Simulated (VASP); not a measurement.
Mg2PbN2:

```
Pb Mg N
1.0
     3.62686    0.00000    0.00000
    -1.81343    3.14096    0.00000
     0.00000    0.00000    6.56589
Pb Mg N
1 2 2
Direct
  0.00000 0.00000 0.50000
  0.33333 0.66667 0.86122
  0.66667 0.33333 0.13878
  0.33333 0.66667 0.20255
  0.66667 0.33333 0.79746
```

The cell comes from a database or a generator and needn't be the stable form of this composition.

- Program: VASP 6.6.1
- Task: relaxation of cell and atoms
- Functional: r2SCAN
- Dispersion: D3(BJ)
- Potentials or basis: VASP PAW PBE potentials, release 64 (Pb_d, Mg, N)
- Cutoff: 600 eV
- k mesh: 9 × 9 × 4
- Occupations: gaussian, width 0.05 eV
- Spin: no spin polarisation

At the start: pressure -4.7 GPa; volume 14.96 Å³/atom.

Problem. How do energy, volume and symmetry change on relaxing?

Solution. Over 6 steps the energy falls by 10.4 meV/atom and the volume is 14.29 Å³/atom (-4.5 %); space group P-3m1 (No. 164, to 0.05 Å).

The path:
| step | energy change (eV) | largest force (eV/Å) | pressure (GPa) | volume (Å³) |
| --- | --- | --- | --- | --- |
| 1 | 0.0000 | 0.0861 | -4.66 | 74.80 |
| 2 | -0.0437 | 0.0971 | 2.03 | 70.19 |
| 3 | -0.0514 | 0.0593 | 0.02 | 71.42 |
| 4 | -0.0513 | 0.0597 | -0.09 | 71.49 |
| 5 | -0.0518 | 0.0274 | -0.09 | 71.47 |
| 6 | -0.0520 | 0.0065 | -0.09 | 71.46 |

Final structure:
```
Pb Mg N
1.0
     3.57353    0.00000    0.00000
    -1.78676    3.09477    0.00000
     0.00000    0.00000    6.46147
Pb Mg N
1 2 2
Direct
  0.00000 0.00000 0.50000
  0.33333 0.66667 0.86242
  0.66667 0.33333 0.13758
  0.33333 0.66667 0.20311
  0.66667 0.33333 0.79689
```

Caveat: the PAW data sets were made with another functional, which shifts forces and pressure a little.
